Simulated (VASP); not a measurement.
Method: PBE GGA, VASP's PBE PAW potentials (set 64) (plane waves; VASP).

VASP ran on this input.

### INCAR
```
# general
SYSTEM  = Mo3Si
PREC    = Accurate
ENCUT   = 500   # plane-wave cut-off (eV)
LREAL   = .False.   # projection in real space or not
LASPH   = .True.

# electronic loop
EDIFF   = 1E-6   # SCF stop (eV)
NELM    = 100
ALGO    = Normal   # blocked Davidson
LMAXMIX = 4   # l cut-off of mixed one-centre charges

# smearing
ISMEAR  = 1   # Methfessel-Paxton
SIGMA   = 0.1   # width (eV)

# functional
GGA     = PE

# ions
IBRION  = 2   # conjugate gradients
NSW     = 40
ISIF    = 3
EDIFFG  = -0.02   # ionic stop

# output
LWAVE   = .False.
LCHARG  = .False.
```

KPOINTS:
```
Automatic
0
gamma
 6 6 6
0 0 0
```

POSCAR:
```
Mo3Si
1
    4.9036023282     0.0000000000    -0.0000000000
   -0.0000000000     4.9036023282     0.0000000000
    0.0000000000    -0.0000000000     4.9036023282
Si Mo
2 6
Direct
  0.5000000000   0.5000000000   0.5000000000
  0.0000000000   0.0000000000   0.0000000000
  0.2500000000   0.0000000000   0.5000000000
  0.5000000000   0.2500000000   0.0000000000
  0.5000000000   0.7500000000   0.0000000000
  0.7500000000   0.0000000000   0.5000000000
  0.0000000000   0.5000000000   0.7500000000
  0.0000000000   0.5000000000   0.2500000000
```

POTCAR, in this order: Si Mo_sv (PBE.64 set). Program: vasp_std.

Question: Predict the energy per atom (σ→0), volume per atom, band gap (on the k-mesh).

Answer: 
The energy per atom (σ→0) comes out as -9.872 eV/atom and the band gap (on the k-mesh) comes out as none (metal, semimetal or under 0.01 eV). The volume per atom is 14.79 Å³/atom.

**OSZICAR**
```
...
DAV:   2    -0.789755714813E+02    0.64438E-01   -0.22051E-01  2229   0.257E+00    0.425E-01
DAV:   3    -0.789728850293E+02    0.26865E-02   -0.18700E-02  2564   0.700E-01    0.398E-01
DAV:   4    -0.789730198452E+02   -0.13482E-03   -0.44767E-03  2538   0.186E-01    0.752E-02
DAV:   5    -0.789729201969E+02    0.99648E-04   -0.53038E-04  2471   0.106E-01    0.622E-02
DAV:   6    -0.789729401946E+02   -0.19998E-04   -0.58888E-05  2488   0.254E-02    0.117E-02
DAV:   7    -0.789729428748E+02   -0.26801E-05   -0.13428E-05  2095   0.114E-02    0.260E-03
DAV:   8    -0.789729425671E+02    0.30765E-06   -0.46628E-07  1436   0.330E-03
   3 F= -.78972943E+02 E0= -.78972352E+02  d E =-.982451E-03
```

The compound is Mo3Si in the A15 structure. This run relaxes it. Symmetry was kept, so distortions that lower it aren't found.
